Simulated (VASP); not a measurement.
Output of a VASP run:

### OSZICAR
```
       N       E                     dE             d eps       ncg     rms          rms(c)
DAV:   1     0.994057741871E+02    0.99406E+02   -0.98530E+03   947   0.251E+03
DAV:   2    -0.161007176890E+01   -0.10102E+03   -0.95444E+02  1055   0.375E+02
DAV:   3    -0.948195311681E+01   -0.78719E+01   -0.78100E+01   990   0.931E+01
DAV:   4    -0.962546840277E+01   -0.14352E+00   -0.14337E+00  1134   0.135E+01
DAV:   5    -0.962741648921E+01   -0.19481E-02   -0.19481E-02   995   0.139E+00    0.808E+00
DAV:   6    -0.744808299933E+01    0.21793E+01   -0.67043E+00  1382   0.490E+01    0.264E+00
DAV:   7    -0.745386205434E+01   -0.57791E-02   -0.38090E-01   915   0.892E+00    0.175E+00
DAV:   8    -0.744733121324E+01    0.65308E-02   -0.86102E-02  1073   0.497E+00    0.863E-01
DAV:   9    -0.744129100593E+01    0.60402E-02   -0.25253E-02  1367   0.406E+00    0.216E-01
DAV:  10    -0.744166618693E+01   -0.37518E-03   -0.22445E-03  1064   0.806E-01    0.783E-02
DAV:  11    -0.744153529729E+01    0.13089E-03   -0.53018E-04  1364   0.484E-01    0.159E-02
DAV:  12    -0.744154006421E+01   -0.47669E-05   -0.47017E-05   920   0.762E-02    0.860E-03
DAV:  13    -0.744153926576E+01    0.79845E-06   -0.19776E-06   802   0.205E-02
   1 F= -.74415393E+01 E0= -.74415393E+01  d E =-.744154E+01
       N       E                     dE             d eps       ncg     rms          rms(c)
DAV:   1    -0.753091101595E+01   -0.89371E-01   -0.12274E+00  1065   0.316E+01    0.180E+00
DAV:   2    -0.746181346201E+01    0.69098E-01   -0.11134E-01  1110   0.108E+01    0.817E-01
DAV:   3    -0.744425592458E+01    0.17558E-01   -0.21872E-02  1090   0.586E+00    0.194E-01
DAV:   4    -0.744215540090E+01    0.21005E-02   -0.24260E-03  1167   0.714E-01    0.338E-02
DAV:   5    -0.744207917000E+01    0.76231E-04   -0.10537E-04  1088   0.151E-01    0.166E-02
DAV:   6    -0.744207937291E+01   -0.20292E-06   -0.35844E-06   955   0.182E-02
   2 F= -.74420794E+01 E0= -.74420794E+01  d E =-.540107E-03
       N       E                     dE             d eps       ncg     rms          rms(c)
DAV:   1    -0.746171489099E+01   -0.19636E-01   -0.23906E-01  1075   0.136E+01    0.816E-01
DAV:   2    -0.744758859164E+01    0.14126E-01   -0.23587E-02  1110   0.507E+00    0.364E-01
DAV:   3    -0.744417269417E+01    0.34159E-02   -0.39482E-03  1110   0.245E+00    0.922E-02
DAV:   4    -0.744373080709E+01    0.44189E-03   -0.47124E-04  1189   0.339E-01    0.925E-03
DAV:   5    -0.744372579595E+01    0.50111E-05   -0.28155E-05  1103   0.860E-02    0.684E-03
DAV:   6    -0.744372588651E+01   -0.90558E-07   -0.32500E-07   500   0.665E-03
   3 F= -.74437259E+01 E0= -.74437259E+01  d E =-.218662E-02
```

### OUTCAR
```
------------------------ aborting loop because EDIFF is reached ----------------------------------------
  FORCE on cell =-STRESS in cart. coord.  units (eV):
  Direction    XX          YY          ZZ          XY          YZ          ZX
  --------------------------------------------------------------------------------------
  Total        0.0069965      0.0069965      0.0069965     -0.0000000     -0.0000000     -0.0000000
  in kB        0.4790413      0.4790413      0.4790413     -0.0000000     -0.0000000     -0.0000000
  external PRESSURE =       0.4790413 kB  Pullay stress =       0.0000000 kB
  volume of cell :       23.40
      direct lattice vectors                 reciprocal lattice vectors
     0.000000000  2.270193584  2.270193584    -0.220245535  0.220245535  0.220245535
     2.270193584  0.000000000  2.270193584     0.220245535 -0.220245535  0.220245535
     2.270193584  2.270193584  0.000000000     0.220245535  0.220245535 -0.220245535
  FREE ENERGIE OF THE ION-ELECTRON SYSTEM (eV)
  ---------------------------------------------------
  free  energy   TOTEN  =        -7.4437258865 eV

  energy  without entropy=       -7.4437258865  energy(sigma->0) =       -7.44372589

 reached required accuracy - stopping structural energy minimisation
```
(Selected blocks of OUTCAR.)

### POSCAR
```
GaN
1
    0.0000000000     2.2600000000     2.2600000000
    2.2600000000     0.0000000000     2.2600000000
    2.2600000000     2.2600000000     0.0000000000
Ga N
1 1
Direct
  0.0000000000   0.0000000000   0.0000000000
  0.2500000000   0.2500000000   0.2500000000
```

Reconstruct the remaining input files.

One answer among several that fit: the input of the run itself, optB88-vdW, plane waves, VASP's PBE PAW potentials (set 64).

### KPOINTS
```
Automatic mesh
0
Gamma
9 9 9
0 0 0
```

**INCAR**
```
GGA = BO
LASPH = .True.
ALGO = Normal   ! blocked Davidson
ISIF = 3   ! ions, shape and volume
AGGAC = 0.0
EDIFFG = -0.01   ! ionic stop
IBRION = 2
EDIFF = 1E-6
NSW = 60   ! most ionic steps
LMAXMIX = 4   ! l cut-off of mixed one-centre charges
ENCUT = 520   ! plane-wave cut-off (eV)
PREC = Accurate
LREAL = .False.
LUSE_VDW = .True.
ISMEAR = 0
PARAM1 = 0.1833333333
LCHARG = .False.
SYSTEM = GaN
SIGMA = 0.05
LWAVE = .False.
NELM = 100
PARAM2 = 0.22
```

POTCAR, in this order: Ga_d N (PBE.64 set). Program: vasp_std.

The compound is GaN in the zinc blende structure, a metastable form; wurtzite is the usual one. This run relaxes it. Symmetry was kept, so distortions that lower it aren't found.
